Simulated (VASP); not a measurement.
Data:

```yaml
crystal:
  lattice:
    - [1.84210, -3.19060, 0.00000]
    - [1.84210, 3.19060, 0.00000]
    - [0.00000, 0.00000, 5.84550]
  atoms:
    - { symbol: Y, position: [0.33333, 0.66667, 0.25000] }
    - { symbol: Y, position: [0.66667, 0.33333, 0.75000] }
```

Level of theory: r2SCAN meta-GGA, VASP's PBE PAW potentials (set 64) (plane waves; VASP). Run with 480 eV cut-off, 10×10×6 Γ-centred mesh, first-order Methfessel-Paxton smearing of 0.10 eV, potentials Y_sv.

Problem. Give the stress tensor in GPa (positive for a compressed cell).

Solution. 
```
-0.49   0.00   0.00
 0.00  -0.49   0.00
 0.00   0.00  -2.18
```
The pressure is its mean diagonal, -1.05 GPa.

The compound is Y in the hcp structure. This cell was strained or had an atom moved on purpose.
